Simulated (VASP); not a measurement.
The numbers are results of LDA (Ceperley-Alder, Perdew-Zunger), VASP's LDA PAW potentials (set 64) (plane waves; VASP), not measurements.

VASP input:

### KPOINTS
```
Regular mesh
0
Gamma
  5 5 3
0 0 0
```

INCAR:
```
# general
SYSTEM  = AsIr2
PREC    = Accurate
ENCUT   = 300
LREAL   = F
LASPH   = T

# electronic loop
EDIFF   = 1E-6
NELM    = 100
ALGO    = Normal
LMAXMIX = 6

# smearing
ISMEAR  = 0
SIGMA   = 0.05

# ions
ISIF    = 2

# output
LWAVE   = F
LCHARG  = F
```

### POSCAR
```
AsIr2
1
    3.8888360000     0.0000000000     0.0000000000
    0.0000000000     3.8888360000     0.0000000000
    0.0000000000     0.0000000000     5.9337660000
Ir As
4 2
Direct
  0.0000000000   0.0000000000   0.0000000000
  0.5000000000   0.5000000000   0.0000000000
  0.5000000000   0.0000000000   0.2700000000
  0.0000000000   0.5000000000   0.7300000000
  0.5000000000   0.0000000000   0.7000000000
  0.0000000000   0.5000000000   0.3000000000
```

POTCAR, in this order: Ir As (LDA.64 set). Program: vasp_std.

What VASP printed:

File OSZICAR:
```
       N       E                     dE             d eps       ncg     rms          rms(c)
DAV:   1     0.315430465915E+03    0.31543E+03   -0.14477E+04   648   0.104E+03
DAV:   2    -0.228923561357E+02   -0.33832E+03   -0.32883E+03   654   0.410E+02
DAV:   3    -0.496956889636E+02   -0.26803E+02   -0.25374E+02   933   0.966E+01
DAV:   4    -0.507273120357E+02   -0.10316E+01   -0.10029E+01   861   0.200E+01
DAV:   5    -0.507620561663E+02   -0.34744E-01   -0.33744E-01   855   0.277E+00    0.365E+01
DAV:   6    -0.494988203149E+02    0.12632E+01   -0.61010E+00  1045   0.235E+01    0.184E+01
DAV:   7    -0.497930822650E+02   -0.29426E+00   -0.70877E+00  1012   0.304E+01    0.842E+00
DAV:   8    -0.490453354795E+02    0.74775E+00   -0.35903E+00   992   0.230E+01    0.186E+00
DAV:   9    -0.490377038470E+02    0.76316E-02   -0.16659E-01   866   0.407E+00    0.508E-01
DAV:  10    -0.490363055012E+02    0.13983E-02   -0.12132E-02   926   0.689E-01    0.291E-01
DAV:  11    -0.490361115698E+02    0.19393E-03   -0.39488E-03  1012   0.731E-01    0.128E-01
DAV:  12    -0.490359140235E+02    0.19755E-03   -0.74011E-04  1007   0.332E-01    0.413E-02
DAV:  13    -0.490359117818E+02    0.22417E-05   -0.55282E-05   852   0.426E-02    0.202E-02
DAV:  14    -0.490359115144E+02    0.26738E-06   -0.24076E-06   508   0.132E-02
   1 F= -.49035912E+02 E0= -.49030277E+02  d E =-.112695E-01
```

OUTCAR:
```
------------------------ aborting loop because EDIFF is reached ----------------------------------------
  FORCE on cell =-STRESS in cart. coord.  units (eV):
  Direction    XX          YY          ZZ          XY          YZ          ZX
  --------------------------------------------------------------------------------------
  Total        8.7120372      8.7120372     12.1718528      0.0000000      0.0000000      0.0000000
  in kB      155.5466386    155.5466386    217.3189512      0.0000000      0.0000000      0.0000000
  external PRESSURE =     176.1374095 kB  Pullay stress =       0.0000000 kB
  volume of cell :       89.74
      direct lattice vectors                 reciprocal lattice vectors
     3.888836000  0.000000000  0.000000000     0.257146354  0.000000000  0.000000000
     0.000000000  3.888836000  0.000000000     0.000000000  0.257146354  0.000000000
     0.000000000  0.000000000  5.933766000     0.000000000  0.000000000  0.168527037
 POSITION                                       TOTAL-FORCE (eV/Angst)
 -----------------------------------------------------------------------------------
      0.00000      0.00000      0.00000         0.000000      0.000000      0.000000
      1.94442      1.94442      0.00000         0.000000     -0.000000      0.000000
      1.94442      0.00000      1.60212         0.000000     -0.000000      4.526116
      0.00000      1.94442      4.33165         0.000000      0.000000     -4.526116
      1.94442      0.00000      4.15364         0.000000      0.000000     -1.458769
      0.00000      1.94442      1.78013         0.000000     -0.000000      1.458769
 -----------------------------------------------------------------------------------
    total drift:                                0.000000     -0.000000     -0.000000
  FREE ENERGIE OF THE ION-ELECTRON SYSTEM (eV)
  ---------------------------------------------------
  free  energy   TOTEN  =       -49.0359115144 eV

  energy  without entropy=      -49.0246420588  energy(sigma->0) =      -49.03027679
```
(Selected blocks of OUTCAR.)

### OUTCAR
```
 val. band max:        9.6448199179   @ k =   0.4000   0.4000   0.0000

 cond. band min:       9.6781360879   @ k =   0.2000   0.2000   0.3333


 Fermi energy:         9.6765209323

 k-point     1 :       0.0000    0.0000    0.0000
  band No.  band energies     occupation
      1      -4.9022      2.00000
      2      -3.0536      2.00000
      3       1.1428      2.00000
      4       2.3361      2.00000
      5       2.5450      2.00000
      6       2.6681      2.00000
      7       2.6681      2.00000
      8       3.4221      2.00000
      9       3.9274      2.00000
     10       4.8846      2.00000
     11       4.8846      2.00000
     12       5.6893      2.00000
     13       6.3717      2.00000
     14       6.5010      2.00000
     15       6.5010      2.00000
     16       6.7923      2.00000
     17       7.7971      2.00000
     18       8.0722      2.00000
     19       8.0722      2.00000
     20       8.4073      2.00000
     21       8.4073      2.00000
     22       8.5775      2.00000
     23       8.9155      2.00000
     24       9.0566      2.00000
     25       9.8147      0.00009
     26       9.8398      0.00000
     27      10.4823      0.00000

 k-point     2 :       0.2000    0.0000    0.0000
  band No.  band energies     occupation
      1      -4.5186      2.00000
      2      -2.9242      2.00000
      3       1.4990      2.00000
      4       2.4970      2.00000
      5       2.5028      2.00000
      6       2.6210      2.00000
      7       3.0026      2.00000
      8       3.0053      2.00000
      9       3.8830      2.00000
     10       4.2207      2.00000
     11       5.0690      2.00000
     12       5.2806      2.00000
     13       5.5058      2.00000
     14       5.6747      2.00000
     15       6.0253      2.00000
     16       6.6571      2.00000
     17       7.4410      2.00000
     18       8.1244      2.00000
     19       8.1993      2.00000
     20       8.5291      2.00000
     21       8.6409      2.00000
...
```

At this cut-off the stress carries a Pulay error, which pulls relaxed volumes low. Unless said otherwise, spin-orbit coupling is left out, though it shifts the bands of the heavy elements here.

The structure was generated: AsIr2 was put into an ordered model structure, which need not be its known phase. The cell was not relaxed at this level. The k-mesh is coarse (spacing up to 0.35 per Å, 2π included), so the numbers may not be converged in it. The run is one of a series of settings (GGA removed, POTCAR Ir As (LDA.64 set) against the base run), some of them coarse on purpose.
